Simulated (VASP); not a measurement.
Output of a VASP run:

File OSZICAR:
```
       N       E                     dE             d eps       ncg     rms          rms(c)
DAV:   1     0.634838070358E+03    0.63484E+03   -0.24227E+04   124   0.185E+03
DAV:   2     0.463084054914E+02   -0.58853E+03   -0.58276E+03   124   0.629E+02
DAV:   3    -0.244726795493E+02   -0.70781E+02   -0.69547E+02   170   0.185E+02
DAV:   4    -0.347437485230E+02   -0.10271E+02   -0.10173E+02   184   0.553E+01
DAV:   5    -0.352027701856E+02   -0.45902E+00   -0.45683E+00   224   0.118E+01    0.101E+01
DAV:   6    -0.336215080762E+02    0.15813E+01   -0.63520E+00   168   0.156E+01    0.327E+00
DAV:   7    -0.335115487952E+02    0.10996E+00   -0.13415E+00   200   0.750E+00    0.204E+00
DAV:   8    -0.334778560814E+02    0.33693E-01   -0.39990E-01   208   0.401E+00    0.134E+00
DAV:   9    -0.334757252800E+02    0.21308E-02   -0.94040E-02   184   0.210E+00    0.344E-01
DAV:  10    -0.334746906409E+02    0.10346E-02   -0.15150E-02   184   0.104E+00    0.112E-01
DAV:  11    -0.334748941021E+02   -0.20346E-03   -0.11425E-03   200   0.276E-01    0.314E-02
DAV:  12    -0.334748767311E+02    0.17371E-04   -0.15551E-04   216   0.908E-02    0.948E-03
DAV:  13    -0.334748759916E+02    0.73947E-06   -0.16567E-05   176   0.324E-02    0.424E-03
DAV:  14    -0.334748757373E+02    0.25438E-06   -0.17712E-06   120   0.757E-03
   1 F= -.33474876E+02 E0= -.33467428E+02  d E =-.223446E-01
```

OUTCAR:
```
------------------------ aborting loop because EDIFF is reached ----------------------------------------
  FORCE on cell =-STRESS in cart. coord.  units (eV):
  Direction    XX          YY          ZZ          XY          YZ          ZX
  --------------------------------------------------------------------------------------
  Total      -10.7865639    -10.7865639    -10.7865639      0.0000000     -0.0000000      0.0000000
  in kB     -193.2823122   -193.2823122   -193.2823122      0.0000000     -0.0000000      0.0000000
  external PRESSURE =    -193.2823122 kB  Pullay stress =       0.0000000 kB
  volume of cell :       89.41
      direct lattice vectors                 reciprocal lattice vectors
     0.000000000  3.549146000  3.549146000    -0.140878961  0.140878961  0.140878961
     3.549146000  0.000000000  3.549146000     0.140878961 -0.140878961  0.140878961
     3.549146000  3.549146000  0.000000000     0.140878961  0.140878961 -0.140878961
 POSITION                                       TOTAL-FORCE (eV/Angst)
 -----------------------------------------------------------------------------------
      0.00000      0.00000      0.00000         0.000000     -0.000000      0.000000
      3.54915      3.54915      3.54915         0.000000     -0.000000      0.000000
      1.77457      1.77457      1.77457        -0.000000     -0.000000     -0.000000
      5.32372      5.32372      5.32372         0.000000      0.000000      0.000000
 -----------------------------------------------------------------------------------
    total drift:                                0.000000      0.000000      0.000000
  FREE ENERGIE OF THE ION-ELECTRON SYSTEM (eV)
  ---------------------------------------------------
  free  energy   TOTEN  =       -33.4748757373 eV

  energy  without entropy=      -33.4525311738  energy(sigma->0) =      -33.46742755
```
(Selected blocks of OUTCAR.)

File POSCAR:
```
Nb3Sn
1
    0.0000000000     3.5491460000     3.5491460000
    3.5491460000     0.0000000000     3.5491460000
    3.5491460000     3.5491460000     0.0000000000
Sn Nb
1 3
Direct
  0.0000000000   0.0000000000   0.0000000000
  0.5000000000   0.5000000000   0.5000000000
  0.2500000000   0.2500000000   0.2500000000
  0.7500000000   0.7500000000   0.7500000000
```

Problem. Write an INCAR and KPOINTS that could have produced this output.

Solution. This is not unique; one that fits is the input of the run itself, PBE GGA, plane waves, VASP's PBE PAW potentials (set 64).

**INCAR**
```
SYSTEM = Nb3Sn
PREC = Accurate
ENCUT = 400
EDIFF = 1E-6
NELM = 100
ALGO = Normal
LREAL = .FALSE.
LASPH = .TRUE.
ISMEAR = 1
SIGMA = 0.1
GGA = PE
LMAXMIX = 4
LWAVE = .FALSE.
LCHARG = .FALSE.
ISIF = 2
KSPACING = 0.8
KGAMMA = .FALSE.
```

POTCAR, in this order: Sn_d Nb_sv (PBE.64 set). Program: vasp_std.

The structure was generated: Nb3Sn was put into the D03 type (Fm-3m), which need not be its known phase. The cell was not relaxed at this level. The run is one of a series of settings (KGAMMA = .FALSE., KSPACING = 0.8, KPOINTS file removed against the base run), some of them coarse on purpose. The electron count is odd and the run is not spin-polarised, which forces a metal.
